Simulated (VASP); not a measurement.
Method: PBE GGA, VASP's PBE PAW potentials (set 64) (plane waves; VASP).

The input files of a VASP run:

**INCAR**
```
NELM  =  100   ! most electronic steps
SIGMA  =  0.1   ! width (eV)
ALGO  =  Fast
GGA  =  PE
ISMEAR  =  1   ! Methfessel-Paxton
LMAXMIX  =  6
EDIFFG  =  -0.03
ISIF  =  2   ! forces and stress, cell fixed
IBRION  =  2   ! conjugate gradients
SYSTEM  =  W
LCHARG  =  F
NSW  =  20   ! most ionic steps
LASPH  =  T
LREAL  =  F
EDIFF  =  1E-5   ! SCF stop (eV)
LWAVE  =  F
PREC  =  Normal
ENCUT  =  400   ! plane-wave cut-off (eV)
NELMIN  =  4
```

### POSCAR
```
W
1
   -1.5935900622     1.5935900622     1.5935900622
    1.5935900622    -1.5935900622     1.5935900622
    1.5935900622     1.5935900622    -1.5935900622
W
1
Direct
  0.0000000000   0.0000000000   0.0000000000
```

KPOINTS:
```
Automatic mesh
0
Gamma
  18 18 18
0 0 0
```

POTCAR, in this order: W_sv (PBE.64 set). Program: vasp_std.

What VASP printed:

**OUTCAR**
```
 ion  position               nearest neighbor table
   1  0.000  0.000  0.000-
  LATTYP: Found a body centered cubic cell.
 ALAT       =     3.1871801244
 Subroutine PRICEL returns:
 Original cell was already a primitive cell.
 Subroutine GETGRP returns: Found 48 space group operations
The static configuration has the point symmetry O_h .
The dynamic configuration has the point symmetry O_h .
 Subroutine INISYM returns: Found 48 space group operations
 Subroutine IBZKPT returns following result:
 Found    195 irreducible k-points:

 Following reciprocal coordinates:
            Coordinates               Weight
  0.000000  0.000000  0.000000      1.000000
  0.055556  0.000000  0.000000     12.000000
  0.111111  0.000000  0.000000     12.000000
  0.166667  0.000000  0.000000     12.000000
  0.222222  0.000000  0.000000     12.000000
  0.277778  0.000000  0.000000     12.000000
  0.333333  0.000000  0.000000     12.000000
  0.388889  0.000000  0.000000     12.000000
  0.444444  0.000000  0.000000     12.000000
  0.500000  0.000000  0.000000      6.000000
  0.055556  0.055556  0.000000     24.000000
  0.111111  0.055556  0.000000     48.000000
  0.166667  0.055556 -0.000000     48.000000
  0.222222  0.055556  0.000000     48.000000
  0.277778  0.055556  0.000000     48.000000
  0.333333  0.055556  0.000000     48.000000
  0.388889  0.055556  0.000000     48.000000
  0.444444  0.055556  0.000000     48.000000
  0.111111  0.111111  0.000000     24.000000
  0.166667  0.111111  0.000000     48.000000
  0.222222  0.111111  0.000000     48.000000
  0.277778  0.111111  0.000000     48.000000
  0.333333  0.111111  0.000000     48.000000
  0.388889  0.111111  0.000000     48.000000
  0.444444  0.111111  0.000000     24.000000
  0.166667  0.166667  0.000000     24.000000
  0.222222  0.166667  0.000000     48.000000
  0.277778  0.166667 -0.000000     48.000000
  0.333333  0.166667  0.000000     48.000000
  0.388889  0.166667  0.000000     48.000000
  0.222222  0.222222  0.000000     24.000000
  0.277778  0.222222  0.000000     48.000000
  0.333333  0.222222  0.000000     48.000000
  0.388889  0.222222  0.000000     24.000000
  0.277778  0.277778  0.000000     24.000000
  0.333333  0.277778  0.000000     48.000000
  0.333333  0.333333  0.000000      8.000000
  0.055556  0.055556  0.055556      8.000000
  0.111111  0.055556  0.055556     24.000000
  0.166667  0.055556  0.055556     24.000000
   k-points           NKPTS =    195   k-points in BZ     NKDIM =    195   number of bands    NBANDS=     11
   number of dos      NEDOS =    301   number of ions     NIONS =      1
   total plane-waves  NPLWV =   2744
   dimension x,y,z NGX =    14 NGY =   14 NGZ =   14
   dimension x,y,z NGXF=    28 NGYF=   28 NGZF=   28
   ions per type =               1
   PREC   = normal    normal or accurate (medium, high low for compatibility)
   ISTART =      0    job   : 0-new  1-cont  2-samecut
   ICHARG =      2    charge: 1-file 2-atom 10-const
   ISPIN  =      1    spin polarized calculation?
   LNONCOLLINEAR =      F non collinear calculations
   LSORBIT =      F    spin-orbit coupling
   INIWAV =      1    electr: 0-lowe 1-rand  2-diag
   ENCUT  =  400.0 eV  29.40 Ry    5.42 a.u.   4.50  4.50  4.50*2*pi/ulx,y,z
   NELM   =    100;   NELMIN=  4; NELMDL= -5     # of ELM steps
   EDIFF  = 0.1E-04   stopping-criterion for ELM
   LREAL  =      F    real-space projection
   NLSPLINE    = F    spline interpolate recip. space projectors
   LMAXMIX     =    6 max onsite mixed and CHGCAR
   VOSKOWN=      0    Vosko Wilk Nusair interpolation
...
```

### OSZICAR
```
       N       E                     dE             d eps       ncg     rms          rms(c)
DAV:   1     0.649899795650E+02    0.64990E+02   -0.68276E+03  4306   0.122E+03
DAV:   2    -0.122933251120E+02   -0.77283E+02   -0.74630E+02  4652   0.294E+02
DAV:   3    -0.135774344487E+02   -0.12841E+01   -0.12737E+01  4919   0.386E+01
DAV:   4    -0.135838922149E+02   -0.64578E-02   -0.64574E-02  4608   0.298E+00
DAV:   5    -0.135839450139E+02   -0.52799E-04   -0.52798E-04  4821   0.270E-01    0.201E+01
RMM:   6    -0.130788857823E+02    0.50506E+00   -0.57052E-01  4293   0.799E+00    0.819E+00
RMM:   7    -0.129517839921E+02    0.12710E+00   -0.44187E-01  4298   0.677E+00    0.889E-01
RMM:   8    -0.129493981847E+02    0.23858E-02   -0.16431E-02  4392   0.145E+00    0.211E-01
RMM:   9    -0.129493503794E+02    0.47805E-04   -0.26760E-03  4308   0.622E-01    0.330E-02
RMM:  10    -0.129493771563E+02   -0.26777E-04   -0.27835E-04  4456   0.229E-01    0.154E-02
RMM:  11    -0.129493755927E+02    0.15637E-05   -0.80741E-05  3825   0.125E-01
   1 F= -.12949376E+02 E0= -.12949193E+02  d E =-.129494E+02
```

### OUTCAR
```
------------------------ aborting loop because EDIFF is reached ----------------------------------------
  FORCE on cell =-STRESS in cart. coord.  units (eV):
  Direction    XX          YY          ZZ          XY          YZ          ZX
  --------------------------------------------------------------------------------------
  Total       -0.0389885     -0.0389885     -0.0389885      0.0000000     -0.0000000      0.0000000
  in kB       -3.8588423     -3.8588423     -3.8588423      0.0000000     -0.0000000      0.0000000
  external PRESSURE =      -3.8588423 kB  Pullay stress =       0.0000000 kB
  volume of cell :       16.19
      direct lattice vectors                 reciprocal lattice vectors
    -1.593590062  1.593590062  1.593590062     0.000000000  0.313756977  0.313756977
     1.593590062 -1.593590062  1.593590062     0.313756977  0.000000000  0.313756977
     1.593590062  1.593590062 -1.593590062     0.313756977  0.313756977  0.000000000
 POSITION                                       TOTAL-FORCE (eV/Angst)
 -----------------------------------------------------------------------------------
      0.00000      0.00000      0.00000        -0.000000      0.000000      0.000000
 -----------------------------------------------------------------------------------
    total drift:                               -0.000000     -0.000000     -0.000000
  FREE ENERGIE OF THE ION-ELECTRON SYSTEM (eV)
  ---------------------------------------------------
  free  energy   TOTEN  =       -12.9493755927 eV

  energy  without entropy=      -12.9488272835  energy(sigma->0) =      -12.94919282

 reached required accuracy - stopping structural energy minimisation
```
(Selected blocks of OUTCAR.)

The compound is W in the bcc structure. It was relaxed first.
